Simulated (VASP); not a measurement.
Computed with PW91 GGA, VASP's PBE PAW potentials (set 64) (plane waves; VASP 6.6.1).

A VASP calculation is set up with these files.

**POSCAR**
```
MoS2
1
    1.5952896110    -2.7631223757     0.0000000000
    1.5952896110     2.7631223757     0.0000000000
   -0.0000000000     0.0000000000    14.5849712853
Mo S
2 4
Direct
  0.3333330000   0.6666670000   0.2500000000
  0.6666670000   0.3333330000   0.7500000000
  0.3333330000   0.6666670000   0.8570526184
  0.6666670000   0.3333330000   0.3570526184
  0.6666670000   0.3333330000   0.1429473816
  0.3333330000   0.6666670000   0.6429473816
```

KPOINTS:
```
Automatic mesh
0
Gamma
7 7 2
0 0 0
```

### INCAR
```
ALGO = Normal
EDIFF = 1E-6
EDIFFG = -0.02
ENCUT = 520
GGA = 91
IBRION = 2
ISIF = 3
ISMEAR = 0
LASPH = .TRUE.
LCHARG = .FALSE.
LMAXMIX = 4
LREAL = .FALSE.
LWAVE = .FALSE.
NELM = 100
NSW = 60
PREC = Accurate
SIGMA = 0.05
SYSTEM = MoS2
```

POTCAR, in this order: Mo_sv S (PBE.64 set). Program: vasp_std.

Output of the run:

### OUTCAR
```
 ion  position               nearest neighbor table
   1  0.333  0.667  0.250-   4 2.41   5 2.41   4 2.41   5 2.41   4 2.41   5 2.41
   2  0.667  0.333  0.750-   3 2.41   6 2.41   3 2.41   6 2.41   3 2.41   6 2.41
   3  0.333  0.667  0.857-   2 2.41   2 2.41   2 2.41
   4  0.667  0.333  0.357-   1 2.41   1 2.41   1 2.41
   5  0.667  0.333  0.143-   1 2.41   1 2.41   1 2.41
   6  0.333  0.667  0.643-   2 2.41   2 2.41   2 2.41
  LATTYP: Found a hexagonal cell.
 ALAT       =     3.1905789766
 C/A-ratio  =     4.5712616400
 Subroutine PRICEL returns:
 Original cell was already a primitive cell.
 Subroutine GETGRP returns: Found 24 space group operations
The static configuration has the point symmetry D_3d.
 The point group associated with its full space group is D_6h.
The dynamic configuration has the point symmetry D_3d.
 Subroutine INISYM returns: Found 24 space group operations
 Subroutine IBZKPT returns following result:
 Found     16 irreducible k-points:

 Following reciprocal coordinates:
            Coordinates               Weight
  0.000000  0.000000  0.000000      1.000000
  0.142857  0.000000  0.000000      6.000000
  0.285714  0.000000  0.000000      6.000000
...
```

**OSZICAR**
```
       N       E                     dE             d eps       ncg     rms          rms(c)
DAV:   1     0.457003043407E+03    0.45700E+03   -0.29199E+04  1120   0.155E+03
DAV:   2    -0.198038306263E+02   -0.47681E+03   -0.46554E+03  1274   0.384E+02
DAV:   3    -0.461663595960E+02   -0.26363E+02   -0.26204E+02  1278   0.793E+01
DAV:   4    -0.468596695843E+02   -0.69331E+00   -0.69167E+00  1273   0.126E+01
DAV:   5    -0.468764557718E+02   -0.16786E-01   -0.16781E-01  1286   0.199E+00    0.333E+01
DAV:   6    -0.445554897681E+02    0.23210E+01   -0.25968E+01  1110   0.264E+01    0.131E+01
DAV:   7    -0.440316665735E+02    0.52382E+00   -0.10487E+01  1134   0.165E+01    0.797E+00
DAV:   8    -0.437055955384E+02    0.32607E+00   -0.15576E+00  1328   0.682E+00    0.268E+00
DAV:   9    -0.437152651550E+02   -0.96696E-02   -0.14356E-01  1363   0.184E+00    0.128E+00
DAV:  10    -0.437067101725E+02    0.85550E-02   -0.66381E-02  1239   0.141E+00    0.357E-01
DAV:  11    -0.437069239506E+02   -0.21378E-03   -0.26198E-03  1252   0.294E-01    0.182E-01
DAV:  12    -0.437068827937E+02    0.41157E-04   -0.92331E-04  1286   0.156E-01    0.555E-02
DAV:  13    -0.437069388110E+02   -0.56017E-04   -0.25844E-04  1218   0.846E-02    0.278E-02
DAV:  14    -0.437069492772E+02   -0.10466E-04   -0.24261E-05  1143   0.300E-02    0.654E-03
DAV:  15    -0.437069517252E+02   -0.24480E-05   -0.73432E-06  1194   0.121E-02    0.449E-03
DAV:  16    -0.437069518151E+02   -0.89854E-07   -0.20795E-06   903   0.823E-03
   1 F= -.43706952E+02 E0= -.43706952E+02  d E =-.437070E+02
       N       E                     dE             d eps       ncg     rms          rms(c)
DAV:   1    -0.437090418947E+02   -0.20902E-02   -0.54185E-02  1090   0.183E+00    0.513E-01
DAV:   2    -0.437073956195E+02    0.16463E-02   -0.14384E-02  1209   0.749E-01    0.186E-01
DAV:   3    -0.437069377877E+02    0.45783E-03   -0.34765E-03  1228   0.266E-01    0.959E-02
DAV:   4    -0.437068450801E+02    0.92708E-04   -0.38824E-04  1192   0.120E-01    0.275E-02
DAV:   5    -0.437068333340E+02    0.11746E-04   -0.98290E-05  1286   0.527E-02    0.268E-02
DAV:   6    -0.437068276384E+02    0.56955E-05   -0.12863E-05  1236   0.194E-02    0.974E-03
DAV:   7    -0.437068259324E+02    0.17060E-05   -0.33607E-06  1010   0.108E-02    0.254E-03
DAV:   8    -0.437068260643E+02   -0.13183E-06   -0.28132E-07   762   0.399E-03
   2 F= -.43706826E+02 E0= -.43706826E+02  d E =0.125751E-03
       N       E                     dE             d eps       ncg     rms          rms(c)
DAV:   1    -0.437079731695E+02   -0.11472E-02   -0.24257E-02  1069   0.122E+00    0.344E-01
DAV:   2    -0.437072273934E+02    0.74578E-03   -0.62718E-03  1202   0.496E-01    0.123E-01
DAV:   3    -0.437070317928E+02    0.19560E-03   -0.14959E-03  1193   0.175E-01    0.635E-02
DAV:   4    -0.437069925292E+02    0.39264E-04   -0.17248E-04  1136   0.800E-02    0.184E-02
DAV:   5    -0.437069915178E+02    0.10114E-05   -0.43907E-05  1265   0.350E-02    0.184E-02
DAV:   6    -0.437069935619E+02   -0.20441E-05   -0.60937E-06  1138   0.133E-02    0.640E-03
DAV:   7    -0.437069945325E+02   -0.97062E-06   -0.15310E-06   769   0.766E-03
   3 F= -.43706995E+02 E0= -.43706995E+02  d E =-.427174E-04
```

### OUTCAR
```
------------------------ aborting loop because EDIFF is reached ----------------------------------------
  FORCE on cell =-STRESS in cart. coord.  units (eV):
  Direction    XX          YY          ZZ          XY          YZ          ZX
  --------------------------------------------------------------------------------------
  Total       -0.0184312     -0.0184312      0.0180972      0.0000000      0.0000000     -0.0000000
  in kB       -0.2295182     -0.2295182      0.2253590      0.0000000      0.0000000     -0.0000000
  external PRESSURE =      -0.0778925 kB  Pullay stress =       0.0000000 kB
  volume of cell :      128.66
      direct lattice vectors                 reciprocal lattice vectors
     1.595487122 -2.763464474  0.000000000     0.313383915 -0.180932306 -0.000000000
     1.595487122  2.763464474 -0.000000000     0.313383915  0.180932306  0.000000000
     0.000000000 -0.000000000 14.590522192     0.000000000  0.000000000  0.068537643
 POSITION                                       TOTAL-FORCE (eV/Angst)
 -----------------------------------------------------------------------------------
      1.59549      0.92116      3.64763        -0.000000     -0.000000      0.000000
      1.59549     -0.92116     10.94289         0.000000      0.000000      0.000000
      1.59549      0.92116     12.50515         0.000000      0.000000      0.000274
      1.59549     -0.92116      5.20989         0.000000      0.000000      0.000274
      1.59549     -0.92116      2.08537        -0.000000      0.000000     -0.000274
      1.59549      0.92116      9.38063         0.000000     -0.000000     -0.000274
 -----------------------------------------------------------------------------------
    total drift:                               -0.000000      0.001703     -0.000028
  FREE ENERGIE OF THE ION-ELECTRON SYSTEM (eV)
  ---------------------------------------------------
  free  energy   TOTEN  =       -43.7069945325 eV

  energy  without entropy=      -43.7069945325  energy(sigma->0) =      -43.70699453

 reached required accuracy - stopping structural energy minimisation
```
(Selected blocks of OUTCAR.)

### CONTCAR
```
MoS2
   1.00000000000000
     1.5954871218109801   -2.7634644743544223    0.0000000000000000
     1.5954871218109801    2.7634644743544223   -0.0000000000000000
     0.0000000000000000   -0.0000000000000000   14.5905221921416430
  Mo              S
     2     4
Direct
     0.3333330000000032    0.6666669999999968    0.2500000000000000
     0.6666669999999968    0.3333330000000032    0.7500000000000000
     0.3333330000000032    0.6666669999999968    0.8570734458033331
     0.6666669999999968    0.3333330000000032    0.3570734458033331
     0.6666669999999968    0.3333330000000032    0.1429265541966669
     0.3333330000000032    0.6666669999999968    0.6429265541966669
```

Without a dispersion term in the relaxation, distances and binding between the weakly bound layers, chains or molecules are unreliable, and so is what depends on them.

The compound is MoS2 in the 2H layered structure. This run relaxes it. Symmetry was kept, so distortions that lower it aren't found. The start is the result of an earlier pass.
